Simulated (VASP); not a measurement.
A run of VASP 6.6.1:

INCAR

```
PREC     = Accurate       # precision mode
ENCUT    = 600            # plane-wave cutoff, eV
EDIFF    = 1E-6           # SCF threshold, eV
ISMEAR   = 1              # smearing method
SIGMA    = 0.1            # smearing width, eV
LREAL    = F              # projectors in reciprocal space
LASPH    = T              # aspherical terms in the spheres
NELM     = 150            # most SCF steps
ALGO     = Normal         # electronic algorithm
ISIF     = 3              # what is computed and relaxed
LWAVE    = F              # write WAVECAR
LCHARG   = F              # write CHGCAR
ISPIN    = 2              # spin polarisation
MAGMOM   = 1.5 1.5 1.5 -1.5 0 0 0 0 # initial moments
LORBIT   = 11             # projections on sites
LMAXMIX  = 4              # l up to which the mixer works
METAGGA  = R2SCAN         # meta-GGA
LMIXTAU  = T            
IBRION   = 2              # ionic algorithm
NSW      = 90             # ionic steps
EDIFFG   = -0.01          # ionic threshold
AMIX     = 0.2          
BMIX     = 1E-4         
AMIX_MAG = 0.8          
BMIX_MAG = 1E-4         
KPAR     = 4
```

KPOINTS

```
Automatic mesh
0
Gamma
  8 8 8
```

File POSCAR:

```
CoSi
1.0
    4.4380000000      0.0000000000      0.0000000000
    0.0000000000      4.4380000000      0.0000000000
    0.0000000000      0.0000000000      4.4380000000
Co Si
4 4
Direct
    0.1400000000      0.1400000000      0.1400000000
    0.3600000000      0.8600000000      0.6400000000
    0.6400000000      0.3600000000      0.8600000000
    0.8600000000      0.6400000000      0.3600000000
    0.8430000000      0.8430000000      0.8430000000
    0.6570000000      0.1570000000      0.3430000000
    0.3430000000      0.6570000000      0.1570000000
    0.1570000000      0.3430000000      0.6570000000
```

Potentials or basis: VASP PAW PBE potentials, release 64 (Co, Si).

The run is started by

```sh
$ cat potpaw_PBE.64/Co/POTCAR potpaw_PBE.64/Si/POTCAR > POTCAR
$ mpirun -np 4 vasp_std > vasp.out
```

Hardware: 4 MPI ranks on Intel(R) Xeon(R) Platinum 8488C (Sapphire Rapids), on a shared host.

Question: How long does it take, and how much memory?

Answer: Run time: 30 min on 4 MPI ranks on Intel(R) Xeon(R) Platinum 8488C (Sapphire Rapids), with other jobs on the host, peak memory 0.6 GiB a rank. Counts: scf iterations 98, k points 90, ion steps 11.
